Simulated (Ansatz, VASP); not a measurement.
This is a calculation of NaMg6Ti for VASP 6.6.1. Atoms were shifted at random by some hundredths of an Å from the given cell, which wasn't relaxed again for these runs. The cell comes from a database or a generator and needn't be the stable form of this composition.

Contents of INCAR:

```
SYSTEM = NaMg6Ti
PREC     = Accurate       ! precision mode
ENCUT    = 520            ! plane-wave cutoff, eV
EDIFF    = 1E-7           ! SCF threshold, eV
ISMEAR   = -1             ! smearing method
SIGMA    = 0.05           ! smearing width, eV
LREAL    = .FALSE.        ! projectors in reciprocal space
LASPH    = .TRUE.         ! aspherical terms in the spheres
NELM     = 60             ! most SCF steps
ALGO     = Normal         ! electronic algorithm
ISIF     = 2              ! what is computed and relaxed
LWAVE    = .FALSE.        ! write WAVECAR
LCHARG   = .FALSE.        ! write CHGCAR
GGA      = PE             ! functional
NBANDS   = 26             ! bands
```

KPOINTS

```
regular mesh
0
G
  5 5 5
  0 0 0
```

The input POSCAR:

```
NaMg6Ti
1.0
    5.1568040000      0.0000000000      0.0000000000
    0.0000000000      3.1992795000      5.5539075000
    0.0000000000     -3.1992795000      5.5539075000
Ti Mg Na
1 6 1
Direct
   -0.0033760000      0.8397310000      0.8425110000
    0.5022700000      0.1757360000      0.1727570000
    0.5058090000      0.1480330000      0.6695540000
    0.4934630000      0.6737480000      0.1497340000
   -0.0129400000      0.3229040000      0.3422110000
   -0.0037590000      0.3308820000      0.8363440000
   -0.0037340000      0.8275430000      0.3257690000
    0.5058680000      0.6632910000      0.6622050000
```

Potentials or basis: VASP PAW PBE potentials, release 64 (Ti_sv, Mg, Na_pv).

Run with:

```sh
$ cat potpaw_PBE.64/Ti_sv/POTCAR potpaw_PBE.64/Mg/POTCAR potpaw_PBE.64/Na_pv/POTCAR > POTCAR
$ mpirun -np 1 vasp_std > vasp.out
```

Question: Translate it to Ansatz 0.2.0. Potentials or basis there: Ansatz PAW, cutoff 420 eV.

Answer: As run (cutoffs and basis follow the program's own potentials, and thresholds, step limits or extra output files can differ):

The input input.yaml:

```yaml
crystal:
  lattice:
    - [5.156804, 0.0, 0.0]
    - [0.0, 3.1992795, 5.5539075]
    - [0.0, -3.1992795, 5.5539075]
  atoms:
    - { symbol: Ti, position: [-0.003376, 0.839731, 0.842511] }
    - { symbol: Mg, position: [0.50227, 0.175736, 0.172757] }
    - { symbol: Mg, position: [0.505809, 0.148033, 0.669554] }
    - { symbol: Mg, position: [0.493463, 0.673748, 0.149734] }
    - { symbol: Mg, position: [-0.01294, 0.322904, 0.342211] }
    - { symbol: Mg, position: [-0.003759, 0.330882, 0.836344] }
    - { symbol: Mg, position: [-0.003734, 0.827543, 0.325769] }
    - { symbol: Na, position: [0.505868, 0.663291, 0.662205] }
hamiltonian:
  xc: pbe
  pseudopotentials: { kind: paw }
kpoints:
  mp_grid: { grid: [5, 5, 5] }
scf:
  occupations: { method: fermi_dirac, width: 0.05 }
output:
  forces: true
  stress: true
  eigenvalues: true
```

Potentials or basis: Ansatz PAW.

Launch:

```bash
$ ansatz run input.yaml --threads 4 --pin off --max-ram 10240MiB --backend cpu --events-out ev --progress --plain --runs-dir out
```

Both were run:

|  | VASP | Ansatz |
| --- | --- | --- |
| Pressure | -0.2 GPa | -0.1 GPa |
| Largest force | 0.323 eV/Å | 0.323 eV/Å |

Ansatz's pressure holds a Pulay term of +0.00 GPa for its cutoff of 420 eV, which the other run lacks.

The potentials hold 31 and 81 valence electrons a cell.

Where Ansatz's input types no cutoff or centring, it takes its own default and a Γ-centred mesh.

Pressure is positive in compression.
